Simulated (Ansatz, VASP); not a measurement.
# Ba2Sn in two plane-wave programs

Aim: how closely do two programs agree when they are given the same cell, functional and k mesh? The cell is generated by rule, not measured, and may not be a known phase. The cell is taken from a series of runs on this material, whose earlier steps may have relaxed, scaled, displaced or heated it; both programs get it as it stands.

Calculated with Ansatz 0.2.0; plane waves, with VASP 6.6.1 beside it; zone-centre phonons at PBEsol.

The structure was built from a prototype and need not be the compound's stable phase.

## Step 1: Set-up

The structure is cubic, space group Pn-3m (No. 224). Conventional cell: a = 7.479 Å, b = 7.479 Å, c = 7.479 Å, α = 90.00°, β = 90.00°, γ = 90.00°. Nearest to Sn lie 4 Ba at 3.24 Å. Ba has 2 Sn at 3.24 Å nearest. Farther neighbours are not listed.

## Step 2: Ansatz: zone-centre phonons, PBEsol

Ansatz runs on its default PAW (the set named soft_2) files.

Second derivatives magnify differences that forces hide, and they need a tight electronic threshold.

File input.yaml:

```yaml
crystal:
  lattice:
    - [7.4793971907, 0.0, 0.0]
    - [0.0, 7.4793971907, 0.0]
    - [0.0, 0.0, 7.4793971907]
  atoms:
    - { symbol: Sn, position: [0.0, 0.0, 0.0] }
    - { symbol: Sn, position: [0.5, 0.5, 0.5] }
    - { symbol: Ba, position: [0.25, 0.25, 0.25] }
    - { symbol: Ba, position: [0.75, 0.75, 0.25] }
    - { symbol: Ba, position: [0.75, 0.25, 0.75] }
    - { symbol: Ba, position: [0.25, 0.75, 0.75] }
kpoints:
  mp_grid: { grid: [4, 4, 4] }
hamiltonian:
  xc: pbesol
scf:
  occupations: { method: methfessel_paxton, width: 0.15 }
output:
  eigenvalues: true
phonons:
  method: dfpt
  qmesh: [1, 1, 1]
  temperatures: { t_max: 1000, t_step: 50 }
  qpath:
    path:
      - [[0.0, 0.0, 0.0], [0.0, 0.5, 0.0], [0.5, 0.5, 0.0], [0.0, 0.0, 0.0], [0.5, 0.5, 0.5], [0.0, 0.5, 0.0]]
      - [[0.5, 0.5, 0.5], [0.5, 0.5, 0.0]]
    npoints: 10
```

Started as:

```bash
> ansatz run input.yaml --threads 8 --pin off --max-ram 14336MiB --backend cpu --events-out ev --progress --plain --runs-dir out
```

Numbers of over 12 decimals in the logs are rounded to 6 here.

Output:

```text
Engine: ansatz 0.2.0, aarch64-unknown-linux-gnu
Pseudopotentials: kind: paw
Pseudopotential: Sn, paw, valence charge 14, recommended cutoff 420 eV (normal), Sn.paw.azcp
Pseudopotential: Ba, paw, valence charge 10, recommended cutoff 420 eV (normal), Ba.paw.azcp
Functional definition: PBEsol
  exchange = pbesol_x
  correlation = pbesol_c
Crystal: 6 atoms, lattice volume = 418.408 Å³
Basis set: ecut = 420 eV, 8217 PW (Γ), exchange–correlation on 100×100×100 points (8 copies of the dense FFT grid, shifted against one another)
Bands: 41, of which v1, the nominal top of the filled ones, is band 34 counted from 1 (33 counted from 0)
Symmetry: 48 space group operations
k-points: 24 of 64 (irreducible under 2 space group operations, time reversal used)
Non-local potential: Sn, projectors of the file, l = 0: 2, l = 1: 2, l = 2: 2, l = 3: 2
Non-local potential: Ba, projectors of the file, l = 0: 3, l = 1: 2, l = 2: 2, l = 3: 2
PAW form: soft (Blöchl's): semilocal exchange-correlation on the pseudo side does not see the compensation charge
PAW frozen core: Sn, regenerated for the run's functional, and the local potential with it (the file was generated under x = pbe(κ = 0.804, μ = 0.219515), c = pbe(β = 0.066725))
PAW frozen core: Ba, regenerated for the run's functional, and the local potential with it (the file was generated under x = pbe(κ = 0.804, μ = 0.219515), c = pbe(β = 0.066725))
PAW one-centre angular grid: Sn, 590 points (default); XC on 64 Gauss nodes
PAW one-centre angular grid: Ba, 194 points (default); XC on 64 Gauss nodes
Initial density: superposition of atomic densities (neutral atoms: chi_scale 0, normalization atom), corrected by the library's trained network
Initial wavefunctions: pseudopotential atomic-orbital guess
Functional: x = pbesol(κ = 0.804, μ = 0.123457), c = pbesol(β = 0.046)
SCF iter   1: F=—  HF=-35349.225434 eV  |F-HF|=—  |Δ(HF+E_count)|=         —  Δρ=2.00e-3  dr2=2.94e-2  ethr=1.77e-3  ⟨swp⟩=11.1  Hψ=5065  notcnv=0
preconditioner: auto → Kerker (q_TF=auto, 2.015 Å⁻¹)  [metal: Δε(μ)=0.102 eV  Ē_g=3.007 eV  σ=0.150 eV  W_gap=0.47  n_scr=56 (ndim 8)  ℏωp=7.3 eV  f_vac=0.000  D(μ)=8.02/eV (n_scr^D=32)]
SCF iter   2: F=—  HF=-35349.220416 eV  |F-HF|=—  |Δ(HF+E_count)|=   5.02e-3  S|Δr|=    0.00e0  Δρ=1.22e-3  dr2=1.19e-2  ethr=4.33e-5  ⟨swp⟩=2.3  Hψ=1731  notcnv=0
SCF iter   3: F=—  HF=-35349.220051 eV  |F-HF|=—  |Δ(HF+E_count)|=   3.65e-4  S|Δr|=    0.00e0  Δρ=4.55e-4  dr2=2.54e-3  ethr=1.75e-5  ⟨swp⟩=2.5  Hψ=1706  notcnv=0
SCF iter   4: F=—  HF=-35349.220390 eV  |F-HF|=—  |Δ(HF+E_count)|=   3.39e-4  S|Δr|=    0.00e0  Δρ=3.50e-4  dr2=5.85e-4  ethr=3.74e-6  ⟨swp⟩=2.0  Hψ=1706  notcnv=0
SCF iter   5: F=—  HF=-35349.220257 eV  |F-HF|=—  |Δ(HF+E_count)|=   1.32e-4  S|Δr|=    0.00e0  Δρ=7.94e-5  dr2=4.95e-5  ethr=8.61e-7  ⟨swp⟩=2.0  Hψ=1707  notcnv=0
SCF iter   6: F=—  HF=-35349.220268 eV  |F-HF|=—  |Δ(HF+E_count)|=   1.01e-5  S|Δr|=    0.00e0  Δρ=2.40e-5  dr2=4.72e-6  ethr=7.28e-8  ⟨swp⟩=2.1  Hψ=1170  notcnv=0
SCF iter   7: F=—  HF=-35349.219983 eV  |F-HF|=—  |Δ(HF+E_count)|=   2.85e-4  S|Δr|=    0.00e0  Δρ=7.99e-6  dr2=5.25e-7  ethr=6.94e-9  ⟨swp⟩=2.1  Hψ=1718  notcnv=0
SCF iter   8: F=—  HF=-35349.219983 eV  |F-HF|=—  |Δ(HF+E_count)|=   3.13e-8  S|Δr|=    0.00e0  Δρ=2.15e-6  dr2=4.94e-8  ethr=7.73e-10  ⟨swp⟩=3.0  Hψ=1841  notcnv=0
SCF iter   9: F=—  HF=-35349.219983 eV  |F-HF|=—  |Δ(HF+E_count)|=  1.46e-10  S|Δr|=    0.00e0  Δρ=6.06e-7  dr2=3.16e-9  ethr=7.27e-11  ⟨swp⟩=2.0  Hψ=1133  notcnv=0
SCF iter  10: F=—  HF=-35349.219983 eV  |F-HF|=—  |Δ(HF+E_count)|=  3.35e-10  S|Δr|=    0.00e0  Δρ=1.29e-7  dr2=9.54e-11  ethr=4.65e-12  ⟨swp⟩=3.0  Hψ=1908  notcnv=0
SCF iter  11: F=-35349.219983 eV  HF=-35349.219983 eV  |F-HF|=1.46e-11  |Δ(HF+E_count)|=  7.28e-11  S|Δr|=    0.00e0  Δρ=3.30e-8  dr2=7.02e-12  ethr=1.00e-12  ⟨swp⟩=8.8  Hψ=6336  notcnv=0
SCF 1 converged in 11 iterations: F = -35349.219983 eV  dr2 = 7.02e-12
  greatest PAW one-centre occupation: 0.990 electrons in one spin orbital (limit 2), on the Sn atom at site 1 (counted from 0), in its partial waves of l = 2
phonons: the bands overlap, so this run is a metal and interpolates without the dipole-dipole term. If the crystal is really an insulator or semiconductor, its LO-TO splitting is missing
DFPT response loops at Γ: preconditioner auto → Kerker (q_TF=auto, 2.015 Å⁻¹) (partly filled bands, converged f_vac=0.000); β = 1.00, the filter's whole step (`scf.mixing.beta` (0.50) is not read by the response loops under this deck's `scf.mixing.preconditioner`; to damp them name `kerker` or `kerker_dos`, under which they read `scf.mixing.beta`, and type it under 1.00, their step now; both keys bind the ground state too); Broyden in place of MSR1
SCF converged after 11 iterations
Stability not checked: this state was not tested for a lower state beside it, because cold or Methfessel-Paxton smearing, or corrected tetrahedra, fill the levels in a way that the test cannot read (fill_not_monotonic; see scf.lower_state_search)
Free energy (F): -35349.219983 eV
Harris-Foulkes:  -35349.219983 eV  (|F-HF|=1.46e-11)
Internal energy: -35349.225952 eV  (E = F + TS)
E sigma→0 (E₀):  -35349.221475 eV
Entropy (-TS):   0.005969 eV (0.995 meV/atom)
Fermi energy:    3.969323 eV
--- Per-component energies (eV) ---
  E_band       = -743.450468
  E_kinetic    = 1043.008638
  E_local      = -5392.868686  (includes V_loc(G=0)·N_el)
  E_nonlocal   = 171.662720
  E_hartree    = 2509.134702
  E_xc         = -1419.198370
  E_vxc        = -727.174659  (∫ρ·V_xc dr)
  E_paw        = -28691.194352  (= ΣΔE_a)
  E_vpaw       = -856.347919  (= ΣTr[D̂ρ^β])
  E_aug_tail   = -0.000009  (compensation charges beyond the density's cutoff)
  E_ewald      = -3570.946006
  E_core_change = 1.175412  (= ΣΔE_core)
  E_smearing   = 0.005969  (= −TS)
  E_closure    = 0.000000  (closes the sum)
  Σ components = -35349.219983   (vs F -35349.219983, Δ=0.00e0)
--- Band table (eV; the first three rows and the last of 24) ---
  k-point 0: bands = [... 30 lower, 2.5195, 2.8485, 4.4518, 4.4518, 4.5432, 4.5432, 4.5432, 4.8861, ... 3 higher]
  k-point 1: bands = [... 30 lower, 2.7030, 2.9212, 3.9826, 3.9826, 4.1055, 4.5242, 4.5889, 5.0045, ... 3 higher]
  k-point 2: bands = [... 30 lower, 3.0985, 3.0985, 3.3887, 3.3887, 4.1156, 4.1156, 4.7304, 4.7304, ... 3 higher]
  k-point 23: bands = [... 30 lower, 2.5799, 3.6498, 3.6498, 3.6498, 4.2552, 4.2552, 4.2552, 5.4051, ... 3 higher]
--- Phonons (Γ-DFPT): 2 representative perturbations + reference, on 24 of 64 k-points (Σ response iterations 6) ---
  k mesh reduced under 2 symmetry operations, with k and −k counted as one. Each operation leaves every solved perturbation unchanged. A smaller set is not used because it would not reduce the number of displacements times k-points to solve
  ASR residual: 6.784e-5 → 0.000e0 eV/Å²; symmetrization residual: 2.307e-5 eV/Å²
  ASR residual per site (eV/Å²): 6.78e-5 6.78e-5 5.14e-5 5.14e-5 5.14e-5 5.14e-5
  Γ frequencies (cm⁻¹): -56.69 -56.69 -56.69 0.00 0.00 0.00 18.42 18.42 18.42 22.04 22.04 89.56 89.56 89.56 105.86 137.74 137.74 137.74
--- Phonons (arbitrary-q DFPT): 1 irreducible q on the 1×1×1 mesh ---
  q = [0.0000, 0.0000, 0.0000] (star 1, of the zone-centre solve; hermiticity 1.45e-5, symmetrization 7.66e-7): -56.69 -56.69 -56.69 -0.00 -0.00 0.00 18.42 18.42 18.42 22.04 22.04 89.56 89.56 89.56 105.86 137.74 137.74 137.74
  sum rule: each row above includes the acoustic sum rule's correction from the zone centre's row sums; it moved no ω² by more than (0.44 cm⁻¹)²
  mesh force constants: q→R imaginary residual 0.00e0; ASR residual 6.784e-5 → 0.000e0 eV/Å²; symmetrization residual 3.997e-15 eV/Å²
  interpolated dispersion: 62 rows × 18 modes
  density of states and harmonic sums: on the 9×9×9 q-mesh, interpolated from the force constants of a 1×1×1 supercell (no non-analytic term)
  largest difference from the sums on the solved wave vectors: F 2.57e-1 eV, S 3.42e-4 and C_V 8.56e-5 eV/K
  zero-point energy: 0.052897 eV/cell   skipped modes (ω ≤ 0): 235, of them read as no rigid motion or as one in doubt: 232 (6.989e0 modes/cell left out, lowest -56.69 cm⁻¹)   left out of the sums: 3.89e-1 of the cell's modes: C_V's classical limit lies that fraction below 3 k_B per atom; for a crystal, a wire or a layer, F and S can be off by more, and a phonons.interpolated_qmesh denser along its periods is the remedy for the sampling
```

(Continued in part 2 of 2.)

[Lines on the potential files, build, host, timing and source positions are cut from VASP's logs without a mark.]

[Logs are printed without paths, hosts, clocks, repeated set-up lines and the standing remarks that a program may print on its own settings, such as how far it seeks lower states.]

[Hosts, paths, dates, database ids (printed as entryN), source tags and the programs' standing remarks are cut or masked in the printed files.]
